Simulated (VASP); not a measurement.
Data:

```
ZnSe
1.0
    0.00000     2.90646     2.90646
    2.90646     0.00000     2.90646
    2.90646     2.90646     0.00000
Zn Se
1 1
Direct
  0.00000   0.00000   0.00000
  0.25000   0.25000   0.25000
```

All values below come from RPBE GGA, VASP's PBE PAW potentials (set 64) (plane waves; VASP). Run with 520 eV cut-off, 9×9×9 Γ-centred mesh, tetrahedra with Blöchl corrections, potentials Zn Se.

Problem. Tabulate the total density of states (states/eV per cell) against energy (eV; zero at the valence-band maximum or, without a gap, the Fermi level).

Solution. 
```csv
E (eV),DOS (states/eV)
-9.96,0.00
-9.72,0.00
-9.60,0.00
-9.36,0.00
-9.24,0.00
-9.00,0.00
-8.88,0.00
-8.64,0.00
-8.52,0.00
-8.28,0.00
-8.16,0.00
-7.92,0.00
-7.80,0.00
-7.56,0.00
-7.44,0.00
-7.20,0.00
-6.96,0.00
-6.84,0.00
-6.60,0.00
-6.48,0.00
-6.24,13.4
-6.12,25.2
-5.88,17.5
-5.76,6.16
-5.52,0.00
-5.40,0.00
-5.16,0.00
-5.04,0.00
-4.80,0.00
-4.68,0.00
-4.44,0.85
-4.32,4.10
-4.08,1.40
-3.84,0.87
-3.72,0.70
-3.48,0.49
-3.36,0.45
-3.12,0.35
-3.00,0.30
-2.76,0.24
-2.64,0.54
-2.40,1.58
-2.28,1.46
-2.04,1.57
-1.92,2.13
-1.68,2.14
-1.56,2.15
-1.32,2.10
-1.08,2.16
-0.96,2.12
-0.72,1.57
-0.60,1.15
-0.36,0.68
-0.24,0.44
0.00,0.02
0.12,0.00
0.36,0.00
0.48,0.00
0.72,0.00
0.84,0.00
1.08,0.00
1.20,0.00
1.44,0.00
1.56,0.01
1.80,0.02
2.04,0.03
2.16,0.05
2.40,0.08
2.52,0.10
2.76,0.30
2.88,0.44
3.12,0.66
3.24,0.67
3.48,0.93
3.60,1.15
3.84,2.10
3.96,2.26
4.20,1.58
4.32,1.17
4.56,0.71
```
Within 2 eV below the valence-band maximum the largest weight inside VASP's projection spheres is Se p.

The compound is ZnSe in the zinc blende structure. It was relaxed first, which changed the volume by +8 %.
